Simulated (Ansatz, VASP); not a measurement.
# Ru (Ruthenium) in two plane-wave programs, part 2 of 2

Wanted: the spread between two codes on one cell, functional and k mesh. The cell is taken from a series of VASP runs on this material, whose earlier steps may have relaxed, scaled or displaced it; both programs get it as it stands. Valence electrons are named where the data sets of a main pair hold unlike numbers.

VASP 6.6.1 and Ansatz 0.2.0.

So far: The starting structure; Ansatz: band structure, PBE with D3(BJ); VASP: band structure, PBE with D3(BJ); Side by side; What the set-up changes.

## Step 6: VASP: electric field gradients, PBE with D3(BJ)

Level of this step: PBE with D3(BJ); plane waves and PAW (Ru_pv) (VASP).

Field gradients test the density near the nuclei, where the PAW reconstruction matters most.

INCAR reads:

```
SYSTEM = Ru
PREC = Accurate
ENCUT = 400
EDIFF = 1E-07
NELM = 100
ISMEAR = 1
SIGMA = 0.2
LREAL = .FALSE.
ALGO = Normal
GGA = PE
IVDW = 12
NBANDS = 20
LASPH = .TRUE.
LORBIT = 11
LWAVE = .FALSE.
LCHARG = .FALSE.
KPAR = 2
LEFG = .TRUE.
```

POSCAR reads:

```
Ru
1.0
    2.6936568683      0.0000000000      0.0000000000
   -1.3468284342      2.3327752771      0.0000000000
    0.0000000000      0.0000000000      4.2656651214
Ru
2
Direct
    0.3333333333      0.6666666667      0.2500000000
    0.6666666667      0.3333333333      0.7500000000
```

KPOINTS reads:

```
Automatic mesh
0
Gamma
11 11 6
0 0 0
```

Potentials, in the order of the species: Ru_pv (PBE family, release 64).

Started as:

```sh
$ mpirun -np 2 vasp_std
```

Numbers of over 12 decimals in the logs are rounded to 6 here.

Output:

```text
[... set-up lines as in an earlier step ...]
 entering main loop
       N       E                     dE             d eps       ncg     rms          rms(c)
DAV:   1     0.247174160827E+03    0.24717E+03   -0.15558E+04  2568   0.129E+03
DAV:   2    -0.147209310304E+02   -0.26190E+03   -0.25415E+03  2656   0.414E+02
DAV:   3    -0.197236005117E+02   -0.50027E+01   -0.49634E+01  2952   0.639E+01
DAV:   4    -0.197633312920E+02   -0.39731E-01   -0.39690E-01  3284   0.547E+00
[...]
DAV:  11    -0.184352809525E+02    0.54069E-05   -0.18340E-05  2924   0.410E-02    0.134E-03
DAV:  12    -0.184352808090E+02    0.14350E-06   -0.22943E-07  2448   0.422E-03    0.107E-03
DAV:  13    -0.184352808094E+02   -0.38699E-09   -0.13904E-08  1800   0.121E-03
ion   1
     0.0000000    -0.0000000    -0.0000000    -0.4819812    -0.0000000    -0.0000000
     0.0000541    -0.0000000    -0.0000000    -0.4819812    -0.0000000    -0.0000000
     0.0000746    -0.0000000    -0.0000000    -0.4819811    -0.0000000    -0.0000000
     0.0001027    -0.0000000    -0.0000000    -0.4819811    -0.0000000    -0.0000000
[...]
0.0000000    -0.0000004    -0.0000000     9.7571202    -0.0000000    -0.0000006
     0.0000541    -0.0000004    -0.0000000     9.7555569    -0.0000000    -0.0000006
     0.0000746    -0.0000004    -0.0000000     9.7547216    -0.0000000    -0.0000006
     0.0001027    -0.0000004    -0.0000000     9.7533910    -0.0000000    -0.0000006
     0.0001414    -0.0000004    -0.0000000     9.7512811    -0.0000000    -0.0000006

ion   2
     0.0000000    -0.0000000     0.0000000    -0.4819812    -0.0000000    -0.0000000
     0.0000541    -0.0000000     0.0000000    -0.4819812    -0.0000000    -0.0000000
     0.0000746    -0.0000000     0.0000000    -0.4819811    -0.0000000    -0.0000000
     0.0001027    -0.0000000     0.0000000    -0.4819811    -0.0000000    -0.0000000
     0.0001414    -0.0000000     0.0000000    -0.4819811    -0.0000000    -0.0000000

     0.0000000    -0.0000004     0.0000000     9.7571202    -0.0000000    -0.0000006
     0.0000541    -0.0000004     0.0000000     9.7555569    -0.0000000    -0.0000006
     0.0000746    -0.0000004     0.0000000     9.7547216    -0.0000000    -0.0000006
     0.0001027    -0.0000004     0.0000000     9.7533910    -0.0000000    -0.0000006
     0.0001414    -0.0000004     0.0000000     9.7512811    -0.0000000    -0.0000006

   1 F= -.19700417E+02 E0= -.19699511E+02  d E =-.271665E-02
```

Parts of OUTCAR (step 6):

```text
 Edisp (eV)   -1.26514

  Total       0.00944     0.00944     0.00093    -0.00000     0.00000     0.00000
  in kB       0.56411     0.56411     0.05573    -0.00000     0.00000     0.00000
  external pressure =        0.39 kB  Pullay stress =        0.00 kB

 POSITION                                       TOTAL-FORCE (eV/Angst)
 -----------------------------------------------------------------------------------
     -0.00000      1.55518      1.06642        -0.000000      0.000000      0.000000
      1.34683      0.77759      3.19925         0.000000     -0.000000      0.000000
 -----------------------------------------------------------------------------------
    total drift:                               -0.000000      0.000000     -0.000000

  FREE ENERGIE OF THE ION-ELECTRON SYSTEM (eV)
  ---------------------------------------------------
  free  energy   TOTEN  =       -19.7004167852 eV

  energy  without entropy=      -19.6977001380  energy(sigma->0) =      -19.69951124

[... 1 part as in an earlier step ...]

[... 2 further parts left out ...]
[key lines of the parts left out:]
E-fermi :  13.0026
```

The run ends at a pressure of 0.04 GPa.

## Step 7: Ansatz: electric field gradients, PBE with D3(BJ)

The same cell, functional, mesh and smearing now go to Ansatz, which takes its cutoff from its data sets.

The cell is taken from a series of VASP runs on this material, whose earlier steps may have relaxed, scaled or displaced it; both programs get it as it stands.

input.yaml reads:

```yaml
crystal:
  lattice:
    - [2.6936568683, 0.0, 0.0]
    - [-1.3468284342, 2.3327752771, 0.0]
    - [0.0, 0.0, 4.2656651214]
  atoms:
    - { symbol: Ru, position: [0.3333333333, 0.6666666667, 0.25] }
    - { symbol: Ru, position: [0.6666666667, 0.3333333333, 0.75] }
hamiltonian:
  xc: pbe
  pseudopotentials: { kind: paw }
  dispersion: d3bj
kpoints:
  mp_grid: { grid: [11, 11, 6] }
scf:
  occupations: { method: methfessel_paxton, width: 0.2 }
  n_extra_bands: 4
output:
  forces: true
  stress: true
  eigenvalues: true
  efg: {}
```

Started as:

```sh
$ ansatz run input.yaml --threads 2 --pin off --max-ram 4608MiB --backend cpu --events-out ev --progress --plain --runs-dir out
```

Output:

```text
[...]
Ru: output.efg is read without spin–orbit coupling, which moves field gradients at and beside such atoms by some per cent and up to a factor of two; PAW files take it under magnetization.noncollinear and magnetization.spin_orbit
[...]
Crystal: 2 atoms, lattice volume = 26.804 Å³
[...]
--- Band table (eV; the first three rows and the last of 64) ---
  k-point 0: bands = [... 12 lower, 21.4226, 21.9450, 21.9450, 22.4872, 22.4872, 25.1075, 25.1075, 25.1973]
  k-point 1: bands = [... 12 lower, 21.2721, 21.7680, 21.7680, 22.8861, 22.8861, 24.2356, 25.1146, 25.1146]
  k-point 2: bands = [... 12 lower, 20.9812, 21.3970, 21.3970, 22.4259, 23.6777, 23.6777, 24.9624, 24.9624]
  k-point 63: bands = [... 12 lower, 21.1322, 21.1322, 22.7790, 22.7790, 25.2093, 25.2093, 31.7721, 31.7721]
[key lines of the parts left out:]
SCF converged after 5 iterations
Free energy (F): -11758.611580 eV
Fermi energy:    23.822248 eV
P = ⅓ Tr σ = 1.0447 GPa (10.447 kbar)
```

The job ended after 2 s (2 threads of Arm Neoverse N1, shared host; peak memory 0.32 GiB; 3.3 s of CPU time).

The run ends at a pressure of 1.04 GPa.

## Step 8: Differences

What differs besides the data sets and the points named for the pairs above, as far as they apply: Ansatz adds the response of the frozen cores to the gradients, VASP leaves it out; the data sets hold 32 valence electrons in Ansatz (on its default PAW (the set named soft_2) files) and 28 in VASP. Total energies have different zeros and are not compared.

Both answers:

| quantity | Ansatz | VASP | difference |
| --- | --- | --- | --- |
| pressure (GPa) | 1.04 | 0.04 | +1.01 |
| pressure without Ansatz's Pulay correction (GPa) | 0.97 | 0.04 | +0.93 |
| Vzz at Ru1 (V/Å²) | -9.0 | -12.2 | +3.2 |
| Vzz at Ru2 (V/Å²) | -9.0 | -12.2 | +3.2 |

Ansatz's pressure holds a Pulay correction of 0.08 GPa; VASP's holds none.

## Step 9: What the set-up changes

Further runs change the set-up of one program: Ansatz's method, potentials or start, or VASP's data sets, cutoff or form of LDA. The table gives Ansatz less VASP for each quantity, since a change that brings one quantity closer may part another.

| run | pressure (GPa) | Vzz at Ru1 (V/Å²) | Vzz at Ru2 (V/Å²) | pressure without Ansatz's Pulay correction (GPa) |
| --- | --- | --- | --- | --- |
| as above | 1.0 | 3.2 | 3.2 | 0.93 |
| cores kept as stored | 1.0 | 2.1 | 2.1 | 0.93 |
| Ansatz's larger PAW set (cutoff 840 eV) | 0.96 | 1.9 | 1.9 |  |

## Step 10: What came out

```yaml
r_m_s_difference_of_levels_near_the_fermi_level_band_structure_pbe_with_d3_bj: 2.2 meV
difference_in_pressure_band_structure_pbe_with_d3_bj: 0.99 GPa
difference_in_pressure_electric_field_gradients_pbe_with_d3_bj: 1.0 GPa
difference_in_vzz_at_ru1_electric_field_gradients_pbe_with_d3_bj: 3.2 V/Å²
```

What this shows: The difference in pressure is 1.0 GPa (electric field gradients, PBE with D3(BJ)), at about the 1 GPa picked in this series as the mark of a large difference. The data sets hold unlike numbers of valence electrons (32 in Ansatz and 28 in VASP), so part of the differences comes from the potentials. For band structure, PBE with D3(BJ), no further run moves any of the tabulated differences by more than a quarter of its size. By the marks of this series, far apart in the electric field gradients, PBE with D3(BJ) pair: the difference in pressure, 1.0 GPa and the difference in Vzz at Ru1, 3.2 V/Å². Electric field gradients, PBE with D3(BJ), cores kept as stored: the difference in Vzz at Ru1 goes from 3.2 to 2.1 V/Å²; the difference in Vzz at Ru2 goes from 3.2 to 2.1 V/Å². Electric field gradients, PBE with D3(BJ), Ansatz's larger PAW set (cutoff 840 eV): the difference in Vzz at Ru1 goes from 3.2 to 1.9 V/Å²; the difference in Vzz at Ru2 goes from 3.2 to 1.9 V/Å². 1 further run of this series is not shown here. How closely two codes agree says nothing of how well the functional describes the real material.

[Lines on the potential files, build, host, timing and source positions are cut from VASP's logs without a mark.]

[Logs are printed without paths, hosts, clocks, repeated set-up lines and the standing remarks that a program may print on its own settings, such as how far it seeks lower states.]

[Hosts, paths, dates, database ids (printed as entryN), source tags and the programs' standing remarks are cut or masked in the printed files.]
